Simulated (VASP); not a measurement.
# A VASP study of TePt (r2SCAN + rVV10): structure first, properties next, part 2 of 2

Aim: relax TePt with r2SCAN + rVV10, compute its properties on that cell and hold them against experiment. The start is a cell from a database of measured crystal structures.

VASP 6.6.1; r2SCAN with rVV10; plane waves and PAW (Te, Pt).

So far. Step 5 (Bands along the symmetry lines (r2SCAN + rVV10)): There is no gap at this level. Step 6 (Total and projected DOS (r2SCAN + rVV10)): The finer mesh and the other smearing move the Fermi level by -0.03 eV from the 6×6×6 run, a small shift, which tests the Fermi level alone. Of the states within 0.3 eV of the Fermi level, the largest shares in the PAW spheres are Te p 30 %, Pt d 28 % and Pt p 12 %. The rest lies in smaller channels or between the spheres.

The database entry behind the starting cell differs from later determinations by our own check (c about 0.8 % long), so it need not match the best structure at ambient conditions.

### Step 7. Optical spectrum (r2SCAN + rVV10)

LOPTICS sums transitions from filled to empty bands. NBANDS is raised for it.

Input file INCAR:

```
SYSTEM = TePt
PREC = Accurate
ENCUT = 400
EDIFF = 1E-06
NELM = 100
ISMEAR = 0
SIGMA = 0.05
LREAL = .FALSE.
ALGO = Normal
METAGGA = R2SCAN
LUSE_VDW = .TRUE.
IVDW_NL = 2
BPARAM = 11.95
CPARAM = 0.0093
LASPH = .TRUE.
NBANDS = 48
LORBIT = 11
LWAVE = .FALSE.
LCHARG = .FALSE.
KPAR = 4
LOPTICS = .TRUE.
NEDOS = 1500
CSHIFT = 0.1
```

Input file POSCAR:

```
TePt
1.0
   -3.9730888197      0.0000000000      0.0000000000
    1.9865444098     -3.4407958493      0.0000000000
    1.9865444098      1.1469319498      6.7537691630
Te Pt
2 2
Direct
    0.1943745804      0.0971872902      0.2915618707
    0.8056254196      0.9028127098      0.7084381293
    0.7394207909      0.3697103955      0.1091311864
    0.2605792091      0.6302896045      0.8908688136
```

Input file KPOINTS:

```
Automatic mesh
0
Gamma
9 9 9
0 0 0
```

Potentials, in the order of the species: Te and Pt (PBE family, release 64).

The run is started by

```console
> mpirun -np 4 vasp_std
```

It took 4 min on 4 MPI ranks of Intel Xeon Platinum 8375C at 2.90GHz (Ice Lake), shared host; peak memory 2.1 GiB; 16 min of CPU time.

On this mesh force components of up to 0.08 eV/Å appear, so the relaxed positions are not converged with the sampling. These are independent-particle spectra without excitons or local fields, and fine structure depends on the mesh and on CSHIFT. The intraband (Drude) part is not in this spectrum.

This step gave:

```
bands                   : 48
free energy (TOTEN)     : -154.7121 eV
energy at zero smearing : -154.7111 eV
Fermi energy            : 7.998 eV
pressure                : 0.01218 GPa
```

The imaginary dielectric function has structure finer than the step of the table below, so its rows give means over 1 eV, whole bins alone (the curve runs from 0 to 25.0 eV). Peaks (eV: height): xx 0.6: 30.4, 1.0: 27.3, 2.0: 25.3; zz 0.6: 18.6, 2.0: 23.0.

Imaginary dielectric function against photon energy; means over each step:

| photon energy (eV) | xx | zz |
| --- | --- | --- |
| 1 | 25.5 | 14.5 |
| 2 | 19.8 | 17.8 |
| 3 | 9.84 | 9.73 |
| 4 | 8.18 | 9.03 |
| 5 | 7.18 | 7.01 |
| 6 | 6.52 | 5.31 |
| 7 | 4.41 | 4.82 |
| 8 | 3.59 | 4.19 |
| 9 | 3.42 | 3.43 |
| 10 | 2.92 | 3.00 |
| 11 | 2.71 | 2.59 |
| 12 | 2.16 | 2.28 |
| 13 | 1.67 | 1.97 |
| 14 | 1.48 | 1.92 |
| 15 | 1.36 | 1.49 |
| 16 | 1.33 | 1.52 |
| 17 | 1.22 | 1.33 |
| 18 | 1.01 | 1.17 |
| 19 | 0.891 | 0.999 |
| 20 | 0.718 | 0.821 |
| 21 | 0.698 | 0.785 |
| 22 | 0.666 | 0.718 |
| 23 | 0.574 | 0.600 |
| 24 | 0.489 | 0.544 |

Table of real dielectric function by photon energy:

| photon energy (eV) | xx | zz |
| --- | --- | --- |
| 0 | 40.9 | 27.6 |
| 1 | 18.6 | 19.7 |
| 2 | 5.06 | 6.14 |
| 3 | 0.703 | 2.77 |
| 4 | 1.59 | 2.53 |
| 5 | 2.10 | 0.206 |
| 6 | -1.17 | 0.622 |
| 7 | -1.10 | 0.459 |
| 8 | -0.707 | -0.270 |
| 9 | -0.579 | -0.334 |
| 10 | -0.679 | -0.598 |
| 11 | -0.360 | -0.350 |
| 12 | -0.559 | 0.0949 |
| 13 | -0.468 | -0.0522 |
| 14 | -0.266 | -0.419 |
| 15 | -0.224 | -0.165 |
| 16 | -0.126 | -0.234 |
| 17 | -0.312 | -0.257 |
| 18 | -0.0814 | -0.170 |
| 19 | -0.229 | -0.291 |
| 20 | -0.00508 | -0.0543 |
| 21 | 0.0616 | 4.4e-5 |
| 22 | -0.00294 | -0.125 |
| 23 | 0.0299 | -0.0247 |
| 24 | 0.00889 | -0.0283 |

Force by atom:

| atom | x (eV/Å) | y (eV/Å) | z (eV/Å) | size |
| --- | --- | --- | --- | --- |
| Te1 | 0.0000 | 0.0000 | -0.0040 | 0.0040 |
| Te2 | 0.0000 | 0.0000 | 0.0040 | 0.0040 |
| Pt3 | 0.0000 | 0.0000 | 0.0827 | 0.0827 |
| Pt4 | 0.0000 | 0.0000 | -0.0827 | 0.0827 |

### Step 8. Volume scan with r2SCAN + rVV10

An equation of state needs energies on both sides of the minimum, all on one mesh and cutoff.

Changes to INCAR since step 7:

```diff
@@ -15,3 +15,3 @@
 LASPH = .TRUE.
-NBANDS = 48
+NBANDS = 22
 LORBIT = 11
@@ -20,4 +20,2 @@
 KPAR = 4
-LOPTICS = .TRUE.
-NEDOS = 1500
-CSHIFT = 0.1
+ISIF = 2
```

Input file POSCAR:

```
TePt
1.0
   -3.8919826165      0.0000000000      0.0000000000
    1.9459913082     -3.3705558169      0.0000000000
    1.9459913082      1.1235186057      6.6158984535
Te Pt
2 2
Direct
    0.1943745804      0.0971872902      0.2915618707
    0.8056254196      0.9028127098      0.7084381293
    0.7394207909      0.3697103955      0.1091311864
    0.2605792091      0.6302896045      0.8908688136
```

Input file KPOINTS:

```
Automatic mesh
0
Gamma
6 6 6
0 0 0
```

The run is started by

```console
> mpirun -np 4 vasp_std
```

The job ended after 86 s (4 MPI ranks; peak memory 1.4 GiB; 5.6 min of CPU time).

The scan keeps the cell's shape and the fractional positions fixed.

Numbers from this step:

* bands: 22
* irreducible k points: 32
* free energy (TOTEN): -154.5448 eV
* energy at zero smearing: -154.5425 eV
* Fermi energy: 8.965 eV
* pressure: 9.384 GPa

Force by atom:

| atom | x (eV/Å) | y (eV/Å) | z (eV/Å) | size |
| --- | --- | --- | --- | --- |
| Te1 | 0.000 | 0.000 | 0.824 | 0.824 |
| Te2 | 0.000 | 0.000 | -0.824 | 0.824 |
| Pt3 | 0.000 | 0.000 | 0.026 | 0.026 |
| Pt4 | 0.000 | 0.000 | -0.026 | 0.026 |

The pressure here is 9.38 GPa.

### Step 9. Volume scan with r2SCAN + rVV10 (run 2)

INCAR is that of step 8.

Input file POSCAR:

```
TePt
1.0
   -3.9193918478      0.0000000000      0.0000000000
    1.9596959239     -3.3942929075      0.0000000000
    1.9596959239      1.1314309692      6.6624908228
Te Pt
2 2
Direct
    0.1943745804      0.0971872902      0.2915618707
    0.8056254196      0.9028127098      0.7084381293
    0.7394207909      0.3697103955      0.1091311864
    0.2605792091      0.6302896045      0.8908688136
```

KPOINTS is that of step 8.

The run is started by

```console
> mpirun -np 4 vasp_std
```

The job ended after 88 s (4 MPI ranks; peak memory 1.4 GiB).

Numbers from this step:

```yaml
electronic_steps: 15
free_energy_toten: -154.6330 eV
energy_at_zero_smearing: -154.6306 eV
fermi_energy: 8.636 eV
pressure: 5.862 GPa
```

Force by atom:

| atom | x (eV/Å) | y (eV/Å) | z (eV/Å) | size |
| --- | --- | --- | --- | --- |
| Te1 | 0.000 | 0.000 | 0.525 | 0.525 |
| Te2 | 0.000 | 0.000 | -0.525 | 0.525 |
| Pt3 | 0.000 | 0.000 | 0.011 | 0.011 |
| Pt4 | 0.000 | 0.000 | -0.011 | 0.011 |

The pressure falls from 9.38 to 5.86 GPa.

The run ends at a pressure of 5.86 GPa, with forces up to 0.52 eV/Å.

### Step 10. Volume scan with r2SCAN + rVV10 (run 3)

INCAR is that of step 9.

Input file POSCAR:

```
TePt
1.0
   -3.9464229906      0.0000000000      0.0000000000
    1.9732114953     -3.4177025639      0.0000000000
    1.9732114953      1.1392341880      6.7084404874
Te Pt
2 2
Direct
    0.1943745804      0.0971872902      0.2915618707
    0.8056254196      0.9028127098      0.7084381293
    0.7394207909      0.3697103955      0.1091311864
    0.2605792091      0.6302896045      0.8908688136
```

KPOINTS is that of step 9.

The run is started by

```console
> mpirun -np 4 vasp_std
```

Wall time 91 s (4 MPI ranks); peak memory 1.4 GiB.

The pressure falls from 5.86 to 2.76 GPa.

The run ends at a pressure of 2.76 GPa, with forces up to 0.25 eV/Å.

### Step 11. Volume scan with r2SCAN + rVV10 (run 4)

INCAR is that of step 10.

Input file POSCAR:

```
TePt
1.0
   -3.9730888197      0.0000000000      0.0000000000
    1.9865444098     -3.4407958493      0.0000000000
    1.9865444098      1.1469319498      6.7537691630
Te Pt
2 2
Direct
    0.1943745804      0.0971872902      0.2915618707
    0.8056254196      0.9028127098      0.7084381293
    0.7394207909      0.3697103955      0.1091311864
    0.2605792091      0.6302896045      0.8908688136
```

KPOINTS is that of step 10.

The run is started by

```console
> mpirun -np 4 vasp_std
```

Elapsed: 84 s, on 4 MPI ranks; peak memory 1.4 GiB; 5.5 min of CPU time.

The pressure falls from 2.76 to 0.03 GPa.

The run ends at a pressure of 0.03 GPa, with forces up to 0.0020 eV/Å.

### Step 12. Volume scan with r2SCAN + rVV10 (run 5)

INCAR is that of step 11.

Input file POSCAR:

```
TePt
1.0
   -3.9994014330      0.0000000000      0.0000000000
    1.9997007165     -3.4635832409      0.0000000000
    1.9997007165      1.1545277470      6.7984974146
Te Pt
2 2
Direct
    0.1943745804      0.0971872902      0.2915618707
    0.8056254196      0.9028127098      0.7084381293
    0.7394207909      0.3697103955      0.1091311864
    0.2605792091      0.6302896045      0.8908688136
```

KPOINTS is that of step 11.

The run is started by

```console
> mpirun -np 4 vasp_std
```

It took 82 s on 4 MPI ranks; peak memory 1.4 GiB.

The pressure falls from 0.03 to -2.40 GPa.

The run ends at a pressure of -2.40 GPa, with forces up to 0.23 eV/Å.

### Step 13. Volume scan with r2SCAN + rVV10 (run 6)

INCAR is that of step 12.

Input file POSCAR:

```
TePt
1.0
   -4.0253722999      0.0000000000      0.0000000000
    2.0126861499     -3.4860746713      0.0000000000
    2.0126861499      1.1620248905      6.8426447387
Te Pt
2 2
Direct
    0.1943745804      0.0971872902      0.2915618707
    0.8056254196      0.9028127098      0.7084381293
    0.7394207909      0.3697103955      0.1091311864
    0.2605792091      0.6302896045      0.8908688136
```

KPOINTS is that of step 12.

The run is started by

```console
> mpirun -np 4 vasp_std
```

Elapsed: 91 s, on 4 MPI ranks; peak memory 1.4 GiB; 6 min of CPU time.

The pressure falls from -2.40 to -4.54 GPa.

The run ends at a pressure of -4.54 GPa, with forces up to 0.44 eV/Å.

### Step 14. Volume scan with r2SCAN + rVV10 (run 7)

A prediction first. A parabola through the 6 pressures of evenly scaled cells so far, P = 0.01 -129.6 t +350 t² GPa with t = ln(V/V₁) and V₁ the volume at scale 1, gives -6.35 GPa at t = +0.0583.

INCAR is that of step 13.

Input file POSCAR:

```
TePt
1.0
   -4.0510123052      0.0000000000      0.0000000000
    2.0255061525     -3.5082795673      0.0000000000
    2.0255061525      1.1694265225      6.8862296383
Te Pt
2 2
Direct
    0.1943745804      0.0971872902      0.2915618707
    0.8056254196      0.9028127098      0.7084381293
    0.7394207909      0.3697103955      0.1091311864
    0.2605792091      0.6302896045      0.8908688136
```

KPOINTS is that of step 13.

The run is started by

```console
> mpirun -np 4 vasp_std
```

Run time: 1.7 min. Hardware: 4 MPI ranks; peak memory 1.4 GiB; 6.7 min of CPU time.

The pressure falls from -4.54 to -6.44 GPa. The parabola predicted -6.35 GPa, +0.09 GPa off.

### Step 15. Comparing the runs

Times are for 4 MPI ranks of Intel Xeon Platinum 8375C at 2.90GHz (Ice Lake), shared host. Results by setting:

| no. | volume scale | energy above the lowest point (meV/atom) | pressure (GPa) | time | memory (GiB) |
| --- | --- | --- | --- | --- | --- |
| 1 | 0.94 | 38.64 | 9.384 | 86 s | 1.4 |
| 2 | 0.96 | 16.6 | 5.862 | 88 s | 1.4 |
| 3 | 0.98 | 4.09 | 2.762 | 91 s | 1.4 |
| 4 | 1 | 0 | 0.02810 | 84 s | 1.4 |
| 5 | 1.02 | 3.37 | -2.400 | 82 s | 1.4 |
| 6 | 1.04 | 13.35 | -4.545 | 91 s | 1.4 |
| 7 | 1.06 | 29.12 | -6.437 | 1.7 min | 1.4 |

### Step 16. Fit for r2SCAN + rVV10

This step: Birch-Murnaghan fit, r2SCAN with rVV10; plane waves and PAW (VASP 6.6.1).

This step runs nothing: it gathers the runs above.

Numbers from this step:

```
pressure derivative of the bulk modulus : 5.156
r.m.s. error of the fit                 : 4.71e-6 eV/atom
minimum inside the sampled range        : yes
bulk modulus                            : 128.8 GPa
equilibrium volume of the fit           : 23.09 Å³/atom
```

The energy above the fitted minimum by volume:

| volume (Å³/atom) | energy above the fitted minimum (eV/atom) |
| --- | --- |
| 21.70 | 0.0386 |
| 22.16 | 0.0166 |
| 22.62 | 0.00408 |
| 23.08 | -2.2e-6 |
| 23.54 | 0.00337 |
| 24.01 | 0.0133 |
| 24.47 | 0.0291 |

The fitted volume lies +0.05 % from the relaxed one. The atoms bear forces along the scan, since they were held; freeing them would lower the modulus.

### Step 17. What came out

| Quantity | Value |
| --- | --- |
| relaxed volume | 23.08 Å³/atom |
| relaxed conventional cell a, b, c | 3.973, 3.973, 20.261 Å; angles 90.0, 90.0, 120.0° |
| space group after relaxing, within 0.02 Å | R-3m (No. 166) |
| band gap | none, a metal |
| DOS at the Fermi level | 2.03 states/eV/cell |
| bulk modulus from the fit | 129 GPa |
| volume from the fit | 23.1 Å³/atom |

**Reading.** With r2SCAN + rVV10, TePt relaxes to 23.08 Å³/atom in space group R-3m (held by the symmetry of the run), comes out as a metal and has a bulk modulus of 129 GPa at fixed shape and positions, an upper bound. Against the listed cell the volume lies +1.9 % (a +0.3 %, c +1.4 %). Bands along the symmetry lines (r2SCAN + rVV10): Of the bands kept, 4 cross the Fermi level on this path. Spin-orbit coupling is left out, and with elements this heavy it would split and shift bands near the Fermi level. The k-sampling is coarse for a metal, so the Fermi level, pressures and the shape of the cell carry errors. No search among competing phases was made, and a listed structure need not be the one stable at ambient conditions. All values are for a static lattice at zero temperature.

Calculation against experiment:

| quantity | measured | r2SCAN with rVV10 |
| --- | --- | --- |
| lattice constant a (Å) | 3.9612 | 3.973 (+0.3 %) |
| lattice constant c (Å) | 19.815 | 20.261 (+2.3 %) |

Measured values from arxiv:2203.06655 (2022).

Verdict: The lattice constant a is off by +0.3 %: good agreement. The lattice constant c is off by +2.3 %: a clear miss. The grades are ours: good and fair within 0.7 and 1.5 % for the lattice constant a and 0.8 and 2 % for the lattice constant c. Zero-point motion and thermal expansion (measured at up to 200 K) are not in the computed lattice constants. As a rule both would widen the computed cell, so the excess over experiment is if anything larger than shown.

[Lines on the potential files, build, host, timing and source positions are cut from VASP's logs without a mark.]

[Logs are printed without paths, hosts, clocks, repeated set-up lines and the standing remarks that a program may print on its own settings, such as how far it seeks lower states.]

[Hosts, paths, dates, database ids (printed as entryN), source tags and the programs' standing remarks are cut or masked in the printed files.]

[A measured line is paired with the nearest computed mode of its activity, which favours agreement.]
